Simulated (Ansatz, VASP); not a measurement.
# KSrH3 in two plane-wave programs, part 2 of 3

One calculation is typed for both programs; each brings its own data sets. How far apart do they land? The cell is generated by rule, not measured, and may not be a known phase. The cell is taken from a series of runs on this material, whose earlier steps may have relaxed, scaled, displaced or heated it; both programs get it as it stands.

VASP 6.6.1 and Ansatz 0.2.0.

So far: Set-up; Ansatz: zone-centre phonons, PBEsol.

## 3. VASP: zone-centre phonons, PBEsol

Level of this step: PBEsol; plane waves and PAW (K_sv, Sr_sv, H); invented cell (VASP).

The same cell, functional and mesh now go to VASP, with its own data sets.

Lines of VASP's logs that name or quote its potential files are left out, and so is its time.

Input file INCAR:

```
SYSTEM = KSrH3
PREC = Accurate
ENCUT = 500
EDIFF = 1E-08
NELM = 120
ISMEAR = 0
SIGMA = 0.01
LREAL = .FALSE.
ALGO = Normal
GGA = PS
NBANDS = 32
LORBIT = 11
LWAVE = .FALSE.
LCHARG = .FALSE.
ISIF = 2
IBRION = 8
LEPSILON = .TRUE.
LASPH = .TRUE.
GGA_COMPAT = .FALSE.
EFERMI = MIDGAP
KPAR = 2
```

Input file POSCAR:

```
KSrH3
1.0
    6.5291633549      0.0000000000      0.0000000000
    0.0000000000      6.5291633549      0.0000000000
    0.0000000000      0.0000000000      4.7595038377
K Sr H
2 2 6
Direct
    0.5000000000      0.0000000000      0.0000000000
    0.0000000000      0.5000000000      0.0000000000
    0.0000000000      0.0000000000      0.5000000000
    0.5000000000      0.5000000000      0.5000000000
    0.6760167647      0.1760167647      0.5000000000
    0.3239832353      0.8239832353      0.5000000000
    0.8239832353      0.6760167647      0.5000000000
    0.1760167647      0.3239832353      0.5000000000
    0.0000000000      0.0000000000      0.0000000000
    0.5000000000      0.5000000000      0.0000000000
```

Input file KPOINTS:

```
Automatic mesh
0
Gamma
4 4 6
0 0 0
```

Potentials, in the order of the species: K_sv, Sr_sv and H (PBE family, release 64).

Command:

```sh
$ mpirun -np 2 vasp_std
```

Log:

```text
[banner, memory and clock lines left out]
running    2 mpi-ranks, on    1 nodes
 distrk:  each k-point on    1 cores,    2 groups
 distr:  one band on    1 cores,    1 groups

 POSCAR found type information on POSCAR K SrH
 POSCAR found :  3 types and      10 ions
|                                                                             |
|               ----> ADVICE to this user running VASP <----                  |
|                                                                             |
|     You enforced a specific xc type in the INCAR file but a different       |
|     [... a line on the potential file left out ...]
|     I HOPE YOU KNOW WHAT YOU ARE DOING!                                     |
|                                                                             |

 LDA part: xc-table for (Slater+PW92), standard interpolation
 POSCAR, INCAR and KPOINTS ok, starting setup
 FFT: planning ... GRIDC
 FFT: planning ... GRID_SOFT
 FFT: planning ... GRID
 WAVECAR not read
 entering main loop
       N       E                     dE             d eps       ncg     rms          rms(c)
DAV:   1     0.261728003063E+03    0.26173E+03   -0.19208E+04  1536   0.114E+03
DAV:   2    -0.968197620103E+01   -0.27141E+03   -0.26318E+03  1904   0.305E+02
DAV:   3    -0.308808291822E+02   -0.21199E+02   -0.21138E+02  2360   0.664E+01
DAV:   4    -0.318542644962E+02   -0.97344E+00   -0.97130E+00  2408   0.131E+01
DAV:   5    -0.318892027200E+02   -0.34938E-01   -0.34936E-01  2192   0.193E+00    0.289E+01
DAV:   6    -0.295256716669E+02    0.23635E+01   -0.23568E+00  1848   0.453E+00    0.180E+01
DAV:   7    -0.288924612349E+02    0.63321E+00   -0.39626E+00  1888   0.564E+00    0.340E+00
DAV:   8    -0.288794945601E+02    0.12967E-01   -0.56576E-01  2232   0.245E+00    0.107E+00
DAV:   9    -0.288780346232E+02    0.14599E-02   -0.16175E-02  1976   0.473E-01    0.385E-01
DAV:  10    -0.288781173712E+02   -0.82748E-04   -0.13038E-03  2072   0.197E-01    0.422E-01
DAV:  11    -0.288782663682E+02   -0.14900E-03   -0.76321E-04  2400   0.112E-01    0.746E-02
DAV:  12    -0.288782616991E+02    0.46691E-05   -0.62433E-05  2168   0.350E-02    0.512E-02
DAV:  13    -0.288782719890E+02   -0.10290E-04   -0.18136E-05  1944   0.179E-02    0.880E-03
DAV:  14    -0.288782720170E+02   -0.28015E-07   -0.17237E-06  2432   0.437E-03    0.370E-03
DAV:  15    -0.288782719777E+02    0.39312E-07   -0.10406E-07  2128   0.135E-03    0.275E-03
DAV:  16    -0.288782719876E+02   -0.99662E-08   -0.40795E-08  1568   0.888E-04
   1 F= -.28878272E+02 E0= -.28878272E+02  d E =0.000000E+00
 Linear response reoptimize wavefunctions to high precision
DAV:   1    -0.288782720331E+02   -0.45496E-07   -0.10210E-08  1904   0.384E-04
DAV:   2    -0.288782720332E+02   -0.48203E-10   -0.53799E-10  1304   0.116E-04
 Linear response G [H, r] |phi>, progress :
  Direction:   1
       N       E                     dE             d eps       ncg     rms
RMM:   1    -0.141581023779E+03   -0.14158E+03    0.15802E+03  2635   0.138E+02
RMM:   2    -0.144206520372E+03   -0.26255E+01   -0.38714E+01  2956   0.270E+01
RMM:   3    -0.145584497729E+03   -0.13780E+01   -0.12090E+01  3581   0.922E+00
RMM:   4    -0.145932355181E+03   -0.34786E+00   -0.30443E+00  3636   0.382E+00
RMM:   5    -0.146044110761E+03   -0.11176E+00   -0.14477E+00  3730   0.218E+00
RMM:   6    -0.146086762831E+03   -0.42652E-01   -0.48747E-01  3850   0.114E+00
RMM:   7    -0.146103258094E+03   -0.16495E-01   -0.24063E-01  3761   0.685E-01
RMM:   8    -0.146110137412E+03   -0.68793E-02   -0.76915E-02  3837   0.406E-01
RMM:   9    -0.146113339307E+03   -0.32019E-02   -0.70936E-03  3841   0.252E-01
RMM:  10    -0.146115147186E+03   -0.18079E-02    0.38333E-03  3797   0.157E-01
RMM:  11    -0.146115811664E+03   -0.66448E-03    0.76698E-03  3752   0.100E-01
RMM:  12    -0.146116125876E+03   -0.31421E-03    0.44395E-03  3668   0.659E-02
RMM:  13    -0.146116248512E+03   -0.12264E-03    0.32670E-03  3597   0.448E-02
RMM:  14    -0.146116304339E+03   -0.55827E-04    0.28475E-03  3545   0.317E-02
RMM:  15    -0.146116325643E+03   -0.21304E-04    0.14191E-03  3506   0.238E-02
RMM:  16    -0.146116334454E+03   -0.88116E-05    0.49434E-04  3517   0.189E-02
RMM:  17    -0.146116338375E+03   -0.39202E-05    0.35406E-04  3513   0.160E-02
RMM:  18    -0.146116339488E+03   -0.11131E-05    0.65753E-05  3532   0.142E-02
RMM:  19    -0.146116340316E+03   -0.82813E-06    0.25686E-05  3534   0.131E-02
RMM:  20    -0.146116339786E+03    0.52993E-06    0.98704E-05  3558   0.124E-02
RMM:  21    -0.146116341308E+03   -0.15224E-05   -0.18834E-05  3560   0.120E-02
RMM:  22    -0.146116340432E+03    0.87595E-06    0.27012E-04  3569   0.118E-02
RMM:  23    -0.146116341032E+03   -0.59997E-06    0.39363E-04  3556   0.116E-02
 Linear response G [H, r] |phi>, progress :
  Direction:   2
[...]
RMM:   9    -0.311575236395E+00    0.44717E-05   -0.10249E-05  6384   0.251E-03    0.821E-04
RMM:  10    -0.311572802267E+00    0.24341E-05   -0.17740E-05  6367   0.168E-03    0.737E-04
RMM:  11    -0.311573694423E+00   -0.89216E-06   -0.37830E-06  6559   0.105E-03    0.269E-04
RMM:  12    -0.311573349414E+00    0.34501E-06   -0.54129E-06  6826   0.709E-04    0.221E-04
RMM:  13    -0.311573253254E+00    0.96160E-07   -0.49962E-07  6786   0.507E-04    0.240E-04
[...]
RMM:   2    -0.161434238024E-01    0.13111E-03   -0.53557E-04  5143   0.559E-02    0.281E-01
RMM:   3    -0.164135892943E-01   -0.27017E-03   -0.16568E-04  4962   0.365E-02    0.133E-01
RMM:   4    -0.169066830965E-01   -0.49309E-03   -0.11521E-04  5204   0.318E-02    0.206E-02
RMM:   5    -0.170456667263E-01   -0.13898E-03   -0.53858E-06  5716   0.125E-02    0.733E-03
RMM:   6    -0.170467204585E-01   -0.10537E-05    0.49848E-06  6325   0.492E-03    0.329E-03
RMM:   7    -0.170509182478E-01   -0.41978E-05    0.85521E-06  6463   0.237E-03    0.287E-03
RMM:   8    -0.170489129907E-01    0.20053E-05    0.48739E-06  6040   0.155E-03    0.114E-03
RMM:   9    -0.170480816999E-01    0.83129E-06    0.25709E-06  6580   0.771E-04    0.455E-04
RMM:  10    -0.170481599422E-01   -0.78242E-07    0.14238E-06  6816   0.410E-04    0.212E-04
RMM:  11    -0.170481906043E-01   -0.30662E-07    0.22399E-06  6908   0.245E-04    0.231E-04
RMM:  12    -0.170482760247E-01   -0.85420E-07    0.71010E-07  6906   0.147E-04    0.606E-05
RMM:  13    -0.170483172515E-01   -0.41227E-07    0.18473E-07  6757   0.989E-05    0.653E-05
RMM:  14    -0.170483169007E-01    0.35084E-09    0.48081E-07  7031   0.708E-05    0.239E-05
RMM:  15    -0.170483607805E-01   -0.43880E-07    0.94410E-08  6700   0.546E-05    0.130E-05
RMM:  16    -0.170483614884E-01   -0.70787E-09    0.10194E-07  6808   0.456E-05    0.945E-06
RMM:  17    -0.170483660627E-01   -0.45743E-08    0.11531E-07  6232   0.408E-05    0.206E-06
RMM:  18    -0.170483622935E-01    0.37691E-08    0.17168E-07  6015   0.380E-05    0.543E-06
RMM:  19    -0.170483691737E-01   -0.68802E-08    0.86862E-08  5359   0.363E-05    0.144E-06
 first order change of Fermi-energy  -0.23222E-01
 force on displaced ion       5 direction 1 :  -2.568   1.602   0.000
 Born effective charge ion    5 direction 1 :  -1.026   0.096   0.000
 Linear response progress:
  Degree of freedom:   6/  8
       N       E                     dE             d eps       ncg     rms          rms(c)
RMM:   1    -0.162587327411E-01   -0.16259E-01   -0.99428E-03  3872   0.243E-01
RMM:   2    -0.160707819483E-01    0.18795E-03   -0.37847E-04  4262   0.532E-02    0.105E-01
RMM:   3    -0.163429741154E-01   -0.27219E-03   -0.14353E-04  4012   0.330E-02    0.550E-02
RMM:   4    -0.169411810735E-01   -0.59821E-03   -0.13533E-04  3929   0.337E-02    0.703E-03
RMM:   5    -0.170088908638E-01   -0.67710E-04   -0.15313E-05  4748   0.896E-03    0.430E-03
RMM:   6    -0.170048925610E-01    0.39983E-05   -0.45825E-06  4676   0.441E-03    0.134E-03
RMM:   7    -0.170103528912E-01   -0.54603E-05   -0.14963E-06  4927   0.221E-03    0.704E-04
RMM:   8    -0.170092042666E-01    0.11486E-05   -0.29834E-07  5243   0.107E-03    0.263E-04
RMM:   9    -0.170088331916E-01    0.37108E-06   -0.45659E-07  5338   0.517E-04    0.108E-04
RMM:  10    -0.170086790492E-01    0.15414E-06   -0.11748E-07  5580   0.278E-04    0.321E-05
RMM:  11    -0.170086793609E-01   -0.31161E-09   -0.25923E-08  5527   0.165E-04    0.419E-05
 first order change of Fermi-energy  -0.15688E-03
 force on displaced ion       5 direction 3 :  -0.000  -0.000  -0.482
 Born effective charge ion    5 direction 3 :  -0.000  -0.000  -0.905
 Linear response progress:
  Degree of freedom:   7/  8
       N       E                     dE             d eps       ncg     rms          rms(c)
RMM:   1    -0.162074859272E-01   -0.16207E-01   -0.93064E-03  4543   0.218E-01
RMM:   2    -0.161216304439E-01    0.85855E-04   -0.30279E-04  4980   0.439E-02    0.106E-01
RMM:   3    -0.163760712939E-01   -0.25444E-03   -0.14363E-04  4618   0.320E-02    0.525E-02
RMM:   4    -0.169305512326E-01   -0.55448E-03   -0.14800E-04  4753   0.322E-02    0.864E-03
RMM:   5    -0.170169770534E-01   -0.86426E-04   -0.11810E-05  5764   0.103E-02    0.470E-03
RMM:   6    -0.170037927950E-01    0.13184E-04   -0.27437E-06  6181   0.427E-03    0.154E-03
RMM:   7    -0.170060662187E-01   -0.22734E-05   -0.60750E-07  5552   0.235E-03    0.554E-04
RMM:   8    -0.170036585571E-01    0.24077E-05    0.41306E-08  6515   0.105E-03    0.332E-04
RMM:   9    -0.170035469080E-01    0.11165E-06    0.61293E-08  6385   0.529E-04    0.124E-04
RMM:  10    -0.170034754452E-01    0.71463E-07   -0.77635E-08  6489   0.305E-04    0.543E-05
RMM:  11    -0.170034049804E-01    0.70465E-07    0.73521E-09  6623   0.181E-04    0.286E-05
RMM:  12    -0.170034355136E-01   -0.30533E-07   -0.71747E-08  6938   0.110E-04    0.102E-05
RMM:  13    -0.170034829486E-01   -0.47435E-07   -0.13133E-08  6724   0.726E-05    0.149E-05
RMM:  14    -0.170034791452E-01    0.38034E-08   -0.29830E-08  6727   0.534E-05    0.113E-05
 first order change of Fermi-energy  -0.30339E-07
 force on displaced ion       9 direction 1 :  -0.251   0.000   0.000
 Born effective charge ion    9 direction 1 :  -0.912  -0.002   0.000
 Linear response progress:
  Degree of freedom:   8/  8
       N       E                     dE             d eps       ncg     rms          rms(c)
RMM:   1    -0.160569172400E-01   -0.16057E-01    0.35896E-04  2873   0.261E-01
RMM:   2    -0.161586983966E-01   -0.10178E-03   -0.80787E-04  3051   0.441E-02    0.297E-01
RMM:   3    -0.164787406325E-01   -0.32004E-03   -0.24683E-04  2732   0.353E-02    0.156E-01
RMM:   4    -0.170857260954E-01   -0.60699E-03   -0.14326E-04  2756   0.300E-02    0.879E-03
RMM:   5    -0.171771749274E-01   -0.91449E-04   -0.19349E-05  3244   0.935E-03    0.366E-03
RMM:   6    -0.171951175644E-01   -0.17943E-04   -0.39875E-06  3370   0.381E-03    0.299E-03
RMM:   7    -0.171891504247E-01    0.59671E-05   -0.10924E-06  3191   0.203E-03    0.269E-03
RMM:   8    -0.171967308821E-01   -0.75805E-05    0.93357E-08  3568   0.974E-04    0.422E-04
RMM:   9    -0.171971693920E-01   -0.43851E-06   -0.89935E-07  3677   0.440E-04    0.392E-04
RMM:  10    -0.171979206939E-01   -0.75130E-06    0.40909E-07  3462   0.295E-04    0.229E-04
RMM:  11    -0.171973166693E-01    0.60402E-06   -0.34961E-07  3504   0.196E-04    0.103E-04
RMM:  12    -0.171973630928E-01   -0.46423E-07    0.17398E-07  3803   0.112E-04    0.516E-05
RMM:  13    -0.171974128041E-01   -0.49711E-07   -0.14238E-07  3728   0.761E-05    0.450E-05
RMM:  14    -0.171974099407E-01    0.28634E-08    0.69299E-08  3597   0.604E-05    0.268E-05
 first order change of Fermi-energy   0.69574E-04
 force on displaced ion       9 direction 3 :  -0.000  -0.000  -4.556
 Born effective charge ion    9 direction 3 :   0.000   0.000  -1.111
 Born effective charges drift removed
 Linear response finished
```

(Part 2 of 3 ends here.)

[Lines on the potential files, build, host, timing and source positions are cut from VASP's logs without a mark.]

[Logs are printed without paths, hosts, clocks, repeated set-up lines and the standing remarks that a program may print on its own settings, such as how far it seeks lower states.]

[Hosts, paths, dates, database ids (printed as entryN), source tags and the programs' standing remarks are cut or masked in the printed files.]
